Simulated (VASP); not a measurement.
Calculation: PBE GGA, VASP's PBE PAW potentials (set 64) (plane waves; VASP).

The input files of a VASP run:

KPOINTS:
```
Automatic mesh
0
Gamma
  4 4 2
```

POSCAR:
```
Pr
12.0916260
  0.3079588304   0.0000000000   0.0000000000
 -0.1539794565   0.2667001940   0.0000000000
  0.0000000000   0.0000000000   0.5000000000
Pr
2
Cartesian
 -0.0000001815   0.1778002182   0.1250000000
  0.1539795554   0.0888999758   0.3750000000
```

KPOINTS_OPT:
```
k-points along high-symmetry lines
6
Line-mode
Reciprocal
  0.000000   0.000000   0.000000 ! GAMMA
  0.500000   0.000000   0.000000 ! M

  0.500000   0.000000   0.000000 ! M
  0.333333   0.333333   0.000000 ! K

  0.333333   0.333333   0.000000 ! K
  0.000000   0.000000   0.000000 ! GAMMA

  0.000000   0.000000   0.000000 ! GAMMA
  0.000000   0.000000   0.500000 ! A

  0.000000   0.000000   0.500000 ! A
  0.500000   0.000000   0.500000 ! L

  0.500000   0.000000   0.500000 ! L
  0.333333   0.333333   0.500000 ! H

  0.333333   0.333333   0.500000 ! H
  0.000000   0.000000   0.500000 ! A

  0.500000   0.000000   0.500000 ! L
  0.500000   0.000000   0.000000 ! M

  0.333333   0.333333   0.500000 ! H
  0.333333   0.333333   0.000000 ! K
```

INCAR:
```
EDIFF = 1E-6   # SCF stop (eV)
ISPIN = 2   # spin-polarised
ISMEAR = 1
MAGMOM = 2*2.0
ENCUT = 300   # plane-wave cut-off (eV)
LORBIT = 11
SYSTEM = Pr
ALGO = Normal   # blocked Davidson
PREC = Accurate
LMAXMIX = 6   # l cut-off of mixed one-centre charges
ISIF = 2
LREAL = .FALSE.   # projection in real space or not
LWAVE = .FALSE.
LASPH = .TRUE.   # aspherical one-centre terms
LCHARG = .FALSE.
NELM = 100   # most electronic steps
GGA = PE
SIGMA = 0.2
```

POTCAR, in this order: Pr (PBE.64 set). Program: vasp_std.

Output

OUTCAR:
```
 ion  position               nearest neighbor table
   1  0.333  0.667  0.250-
   2  0.667  0.333  0.750-
  LATTYP: Found a hexagonal cell.
 ALAT       =     3.7237230000
 C/A-ratio  =     1.6235936454
 Subroutine PRICEL returns:
 Original cell was already a primitive cell.
 Subroutine GETGRP returns: Found 24 space group operations
The static configuration has the point symmetry D_3d.
 The point group associated with its full space group is D_6h.
The dynamic configuration has the point symmetry D_3d.
The overall configuration has the point symmetry D_3d.
 Subroutine INISYM returns: Found 24 space group operations
 Subroutine IBZKPT returns following result:
 Found      8 irreducible k-points:

 Following reciprocal coordinates:
            Coordinates               Weight
  0.000000  0.000000  0.000000      1.000000
  0.250000  0.000000  0.000000      6.000000
  0.500000  0.000000  0.000000      3.000000
  0.250000  0.250000  0.000000      6.000000
  0.000000  0.000000  0.500000      1.000000
  0.250000  0.000000  0.500000      6.000000
  0.500000  0.000000  0.500000      3.000000
  0.250000  0.250000  0.500000      6.000000
   k-points           NKPTS =      8   k-points in BZ     NKDIM =      8   number of bands    NBANDS=     19
   number of dos      NEDOS =    301   number of ions     NIONS =      2
   total plane-waves  NPLWV =  20736
   dimension x,y,z NGX =    24 NGY =   24 NGZ =   36
   dimension x,y,z NGXF=    48 NGYF=   48 NGZF=   72
   ions per type =               2
   PREC   = accura    normal or accurate (medium, high low for compatibility)
   ISTART =      0    job   : 0-new  1-cont  2-samecut
   ICHARG =      2    charge: 1-file 2-atom 10-const
   ISPIN  =      2    spin polarized calculation?
   LNONCOLLINEAR =      F non collinear calculations
   LSORBIT =      F    spin-orbit coupling
   INIWAV =      1    electr: 0-lowe 1-rand  2-diag
   ENCUT  =  300.0 eV  22.05 Ry    4.70 a.u.   5.26  5.26  8.54*2*pi/ulx,y,z
   NELM   =    100;   NELMIN=  2; NELMDL= -5     # of ELM steps
   EDIFF  = 0.1E-05   stopping-criterion for ELM
   LREAL  =      F    real-space projection
   NLSPLINE    = F    spline interpolate recip. space projectors
   LMAXMIX     =    6 max onsite mixed and CHGCAR
   VOSKOWN=      0    Vosko Wilk Nusair interpolation
   EDIFFG = 0.1E-04   stopping-criterion for IOM
   NSW    =      0    number of steps for IOM
   NBLOCK =      1;   KBLOCK =      1    inner block; outer block
   IBRION =     -1    ionic relax: 0-MD 1-quasi-New 2-CG
   NFREE  =      0    steps in history (QN), initial steepest desc. (CG)
   ISIF   =      2    stress and relaxation
   ISYM   =      2    0-nonsym 1-usesym 2-fastsym
   TEIN   =    0.0    initial temperature
   TEBEG  =    0.0;   TEEND  =   0.0 temperature during run
   SMASS  =  -3.00    Nose mass-parameter (am)
   PSTRESS=    0.0 pullay stress
   NELECT =      26.0000    total number of electrons
   EFERMI =   0.00;   METHOD = LEGACY
   ISMEAR =     1;   SIGMA  =   0.20  broadening in eV -4-tet -1-fermi 0-gaus
   IALGO  =     38    algorithm
   LDIAG  =      T    sub-space diagonalisation (order eigenvalues)
   IMIX   =      4    mixing-type and parameters
     AMIX     =   0.40;   BMIX     =  1.00
     AMIX_MAG =   1.60;   BMIX_MAG =  1.00
     AMIN     =   0.10
   GGA     = PE    functional components
   VOSKOWN =     0    Vosko Wilk Nusair interpolation
   LHFCALC =     F    Hartree Fock is set to
   LHFONE  =     F    Hartree Fock one center treatment
   AEXX    =    0.0000 exact exchange contribution
   IVDW    =     0    specifies the selected vdW correction
   LEPSILON=     F    determine dielectric tensor
   LRPA    =     F    only Hartree local field effects (RPA)
...
```

**OSZICAR**
```
...
DAV:  19    -0.106030466735E+02   -0.91073E-01   -0.36266E-01  1037   0.327E+00    0.336E+00
DAV:  20    -0.106488388600E+02   -0.45792E-01   -0.16082E-01  1184   0.152E+00    0.334E+00
DAV:  21    -0.106797579149E+02   -0.30919E-01   -0.27973E-01  1045   0.188E+00    0.345E+00
DAV:  22    -0.106508016929E+02    0.28956E-01   -0.25402E-01  1072   0.238E+00    0.361E+00
DAV:  23    -0.106759095506E+02   -0.25108E-01   -0.14799E-01  1076   0.188E+00    0.347E+00
DAV:  24    -0.107020287784E+02   -0.26119E-01   -0.18770E-01  1101   0.371E+00    0.268E+00
DAV:  25    -0.105204701063E+02    0.18156E+00   -0.24798E-01  1087   0.338E+00    0.257E+00
DAV:  26    -0.106258756397E+02   -0.10541E+00   -0.65525E-02  1072   0.166E+00    0.234E+00
DAV:  27    -0.106797343085E+02   -0.53859E-01   -0.40431E-02  1072   0.977E-01    0.245E+00
DAV:  28    -0.107518191163E+02   -0.72085E-01   -0.13461E-01  1152   0.178E+00    0.219E+00
DAV:  29    -0.107721329269E+02   -0.20314E-01   -0.12694E-01  1029   0.183E+00    0.149E+00
DAV:  30    -0.108125632145E+02   -0.40430E-01   -0.12833E-01  1064   0.166E+00    0.997E-01
DAV:  31    -0.107912415046E+02    0.21322E-01   -0.56788E-02  1068   0.178E+00    0.818E-01
DAV:  32    -0.108204170758E+02   -0.29176E-01   -0.44608E-02  1072   0.117E+00    0.109E+00
DAV:  33    -0.108064094317E+02    0.14008E-01   -0.18478E-02  1018   0.100E+00    0.144E+00
DAV:  34    -0.108003228157E+02    0.60866E-02   -0.88866E-03  1104   0.521E-01    0.131E+00
DAV:  35    -0.108232472411E+02   -0.22924E-01   -0.15347E-02  1056   0.952E-01    0.935E-01
DAV:  36    -0.108275456166E+02   -0.42984E-02   -0.85657E-03  1112   0.424E-01    0.917E-01
DAV:  37    -0.108272488711E+02    0.29675E-03   -0.90141E-03  1194   0.212E-01    0.871E-01
DAV:  38    -0.108282721524E+02   -0.10233E-02   -0.96121E-03  1080   0.116E-01    0.855E-01
DAV:  39    -0.108301537610E+02   -0.18816E-02   -0.10972E-02  1101   0.261E-01    0.717E-01
DAV:  40    -0.108329269659E+02   -0.27732E-02   -0.10269E-02  1088   0.401E-01    0.511E-01
DAV:  41    -0.108339015656E+02   -0.97460E-03   -0.52253E-03  1117   0.209E-01    0.468E-01
DAV:  42    -0.108345669017E+02   -0.66534E-03   -0.51922E-03  1112   0.138E-01    0.340E-01
DAV:  43    -0.108347848736E+02   -0.21797E-03   -0.35045E-03  1056   0.210E-01    0.233E-01
DAV:  44    -0.108351929316E+02   -0.40806E-03   -0.26858E-03  1144   0.150E-01    0.147E-01
DAV:  45    -0.108353940101E+02   -0.20108E-03   -0.22114E-03  1080   0.152E-01    0.122E-01
DAV:  46    -0.108355691651E+02   -0.17515E-03   -0.16952E-03  1040   0.935E-02    0.983E-02
DAV:  47    -0.108357371600E+02   -0.16799E-03   -0.14014E-03  1032   0.625E-02    0.630E-02
DAV:  48    -0.108358714231E+02   -0.13426E-03   -0.11610E-03   818   0.417E-02    0.394E-02
DAV:  49    -0.108359716686E+02   -0.10025E-03   -0.95766E-04   759   0.350E-02    0.419E-02
DAV:  50    -0.108360564803E+02   -0.84812E-04   -0.76289E-04   631   0.240E-02    0.390E-02
DAV:  51    -0.108361175188E+02   -0.61038E-04   -0.57544E-04   663   0.291E-02    0.480E-02
DAV:  52    -0.108361506839E+02   -0.33165E-04   -0.39757E-04   612   0.237E-02    0.430E-02
DAV:  53    -0.108361685029E+02   -0.17819E-04   -0.21876E-04   591   0.212E-02    0.426E-02
DAV:  54    -0.108361784693E+02   -0.99664E-05   -0.90669E-05   577   0.178E-02    0.387E-02
DAV:  55    -0.108361866871E+02   -0.82178E-05    0.26720E-06   583   0.222E-02    0.358E-02
DAV:  56    -0.108361719150E+02    0.14772E-04    0.44753E-05   663   0.230E-02    0.489E-02
DAV:  57    -0.108361762394E+02   -0.43244E-05    0.57793E-05   676   0.278E-02    0.434E-02
DAV:  58    -0.108361770529E+02   -0.81344E-06    0.40562E-05   615   0.203E-02    0.447E-02
DAV:  59    -0.108361783863E+02   -0.13334E-05    0.20794E-05   556   0.235E-02    0.368E-02
DAV:  60    -0.108361818309E+02   -0.34446E-05   -0.15214E-05   510   0.164E-02    0.420E-02
DAV:  61    -0.108361869740E+02   -0.51431E-05   -0.45364E-05   502   0.182E-02    0.303E-02
DAV:  62    -0.108361953914E+02   -0.84174E-05   -0.71227E-05   502   0.139E-02    0.347E-02
DAV:  63    -0.108362043503E+02   -0.89588E-05   -0.84268E-05   502   0.142E-02    0.314E-02
DAV:  64    -0.108362138647E+02   -0.95144E-05   -0.89113E-05   502   0.110E-02    0.319E-02
DAV:  65    -0.108362225052E+02   -0.86406E-05   -0.86225E-05   478   0.110E-02    0.295E-02
DAV:  66    -0.108362283885E+02   -0.58833E-05   -0.77914E-05   469   0.998E-03    0.308E-02
DAV:  67    -0.108362353347E+02   -0.69462E-05   -0.67486E-05   466   0.109E-02    0.283E-02
DAV:  68    -0.108362420642E+02   -0.67295E-05   -0.56557E-05   469   0.775E-03    0.274E-02
DAV:  69    -0.108362462154E+02   -0.41512E-05   -0.45346E-05   463   0.860E-03    0.253E-02
DAV:  70    -0.108362496946E+02   -0.34792E-05   -0.34785E-05   460   0.650E-03    0.262E-02
DAV:  71    -0.108362557875E+02   -0.60929E-05   -0.24600E-05   457   0.108E-02    0.172E-02
DAV:  72    -0.108362601289E+02   -0.43414E-05   -0.17677E-05   619   0.123E-02    0.156E-02
DAV:  73    -0.108362623274E+02   -0.21985E-05   -0.97971E-06   507   0.107E-02    0.126E-02
DAV:  74    -0.108362634970E+02   -0.11696E-05   -0.43563E-06   451   0.107E-02    0.105E-02
DAV:  75    -0.108362661408E+02   -0.26438E-05    0.34667E-07   460   0.125E-02    0.681E-03
DAV:  76    -0.108362649524E+02    0.11884E-05    0.44031E-06   457   0.134E-02    0.806E-03
DAV:  77    -0.108362632996E+02    0.16528E-05    0.79345E-06   460   0.771E-03    0.100E-02
DAV:  78    -0.108362617309E+02    0.15687E-05    0.12074E-05   451   0.941E-03    0.120E-02
DAV:  79    -0.108362600375E+02    0.16934E-05    0.14800E-05   451   0.580E-03    0.114E-02
DAV:  80    -0.108362584352E+02    0.16022E-05    0.17621E-05   451   0.718E-03    0.119E-02
DAV:  81    -0.108362562813E+02    0.21540E-05    0.18751E-05   451   0.562E-03    0.144E-02
DAV:  82    -0.108362540673E+02    0.22139E-05    0.20820E-05   451   0.633E-03    0.151E-02
DAV:  83    -0.108362517593E+02    0.23080E-05    0.21294E-05   451   0.455E-03    0.149E-02
DAV:  84    -0.108362493192E+02    0.24401E-05    0.22674E-05   451   0.515E-03    0.153E-02
DAV:  85    -0.108362467833E+02    0.25359E-05    0.22638E-05   451   0.379E-03    0.149E-02
DAV:  86    -0.108362452581E+02    0.15252E-05    0.23958E-05   443   0.508E-03    0.987E-03
DAV:  87    -0.108362427828E+02    0.24754E-05    0.23376E-05   451   0.522E-03    0.823E-03
DAV:  88    -0.108362404957E+02    0.22871E-05    0.23650E-05   451   0.555E-03    0.792E-03
DAV:  89    -0.108362388787E+02    0.16170E-05    0.23391E-05   451   0.541E-03    0.104E-02
DAV:  90    -0.108362370510E+02    0.18277E-05    0.22867E-05   451   0.588E-03    0.132E-02
DAV:  91    -0.108362349400E+02    0.21110E-05    0.23092E-05   451   0.517E-03    0.123E-02
DAV:  92    -0.108362324533E+02    0.24867E-05    0.22804E-05   451   0.506E-03    0.120E-02
DAV:  93    -0.108362292878E+02    0.31655E-05    0.22697E-05   451   0.397E-03    0.110E-02
DAV:  94    -0.108362266917E+02    0.25960E-05    0.24047E-05   451   0.355E-03    0.107E-02
DAV:  95    -0.108362240589E+02    0.26328E-05    0.22680E-05   451   0.323E-03    0.106E-02
DAV:  96    -0.108362217569E+02    0.23020E-05    0.21712E-05   427   0.334E-03    0.142E-02
DAV:  97    -0.108362193581E+02    0.23988E-05    0.20480E-05   427   0.284E-03    0.146E-02
DAV:  98    -0.108362168595E+02    0.24986E-05    0.20050E-05   427   0.271E-03    0.135E-02
DAV:  99    -0.108362148643E+02    0.19952E-05    0.19197E-05   424   0.272E-03    0.133E-02
DAV: 100    -0.108362136068E+02    0.12575E-05    0.18205E-05   409   0.356E-03
   1 F= -.10836214E+02 E0= -.10820610E+02  d E =-.468097E-01  mag=     5.7736
       N       E                     dE             ncg
       N       E                     dE             ncg
       N       E                     dE             ncg
       N       E                     dE             ncg
       N       E                     dE             ncg
       N       E                     dE             ncg
       N       E                     dE             ncg
```

File OUTCAR:
```
------------------------ aborting loop EDIFF was not reached (unconverged)  ----------------------------
  FORCE on cell =-STRESS in cart. coord.  units (eV):
  Direction    XX          YY          ZZ          XY          YZ          ZX
  --------------------------------------------------------------------------------------
  Total       -0.7208906     -0.7208907     -1.0480102      0.0000001      0.0000000      0.0000000
  in kB      -15.9088872    -15.9088900    -23.1278880      0.0000025      0.0000000      0.0000000
  external PRESSURE =     -18.3152217 kB  Pullay stress =       0.0000000 kB
  volume of cell :       72.60
      direct lattice vectors                 reciprocal lattice vectors
     3.723723000  0.000000000  0.000000000     0.268548439  0.155046542  0.000000000
    -1.861862000  3.224839000  0.000000000     0.000000000  0.310093000  0.000000000
     0.000000000  0.000000000  6.045813000     0.000000000  0.000000000  0.165403727
 POSITION                                       TOTAL-FORCE (eV/Angst)
 -----------------------------------------------------------------------------------
     -0.00000      2.14989      1.51145        -0.000000      0.000000      0.000000
      1.86186      1.07495      4.53436         0.000000      0.000000      0.000000
 -----------------------------------------------------------------------------------
    total drift:                               -0.001050      0.000429     -0.000009
  FREE ENERGIE OF THE ION-ELECTRON SYSTEM (eV)
  ---------------------------------------------------
  free  energy   TOTEN  =       -10.8362136068 eV

  energy  without entropy=      -10.7894038755  energy(sigma->0) =      -10.82061036

 total charge

# of ion       s       p       d       f       tot
--------------------------------------------------
    1        1.987   5.307   0.535   2.193  10.021
    2        1.987   5.307   0.535   2.193  10.021
--------------------------------------------------
tot          3.974  10.614   1.070   4.386  20.043

 magnetization (x)

# of ion       s       p       d       f       tot
--------------------------------------------------
    1       -0.013  -0.025   0.157   2.163   2.282
    2       -0.013  -0.025   0.157   2.163   2.282
--------------------------------------------------
tot         -0.026  -0.050   0.314   4.326   4.564
```
(Selected blocks of OUTCAR.)

File stdout:
```
...
|     number of steps (NELM). The forces and other quantities evaluated       |
|     might not be reliable so examine the results carefully. If you find     |
|     spurious results, we suggest increasing NELM, if you were close to      |
|     convergence or switching to a different ALGO or adjusting the           |
|     density mixing parameters otherwise.                                    |
|                                                                             |
 -----------------------------------------------------------------------------

 -----------------------------------------------------------------------------
|                                                                             |
|               ----> ADVICE to this user running VASP <----                  |
|                                                                             |
|     Your highest band is occupied at some k-points! Unless you are          |
|     performing a calculation for an insulator or semiconductor, without     |
|     unoccupied bands, you have included TOO FEW BANDS!! Please increase     |
|     the parameter NBANDS in file INCAR to ensure that the highest band      |
|     is unoccupied at all k-points. It is always recommended to include      |
|     a few unoccupied bands to accelerate the convergence of                 |
|     molecular-dynamics runs (even for insulators or semiconductors),        |
|     since the presence of unoccupied bands improves wavefunction            |
|     prediction and helps to suppress 'band-crossings'.                      |
|                                                                             |
 -----------------------------------------------------------------------------

   1 F= -.10836214E+02 E0= -.10820610E+02  d E =-.468097E-01  mag=     5.7736
 Start KPOINTS_OPT (optional k-point list driver)
k-point batch [1-8\54]
       N       E                     dE             ncg
k-point batch [9-16\54]
       N       E                     dE             ncg
k-point batch [17-24\54]
       N       E                     dE             ncg
k-point batch [25-32\54]
       N       E                     dE             ncg
k-point batch [33-40\54]
       N       E                     dE             ncg
k-point batch [41-48\54]
       N       E                     dE             ncg
k-point batch [49-54\54]
       N       E                     dE             ncg
```

Convergence was not reached.

At this cut-off the stress carries a Pulay error, which pulls relaxed volumes low.

The structure was generated: Pr was put into an ordered model structure, which need not be its known phase. The cell was not relaxed at this level. The k-mesh is coarse (spacing up to 0.52 per Å, 2π included), so the numbers may not be converged in it. The run is one of a series of settings (KPOINTS 4×4×2 Γ-centred mesh against the base run), some of them coarse on purpose. VASP warned that the highest band is occupied, so more bands are needed.
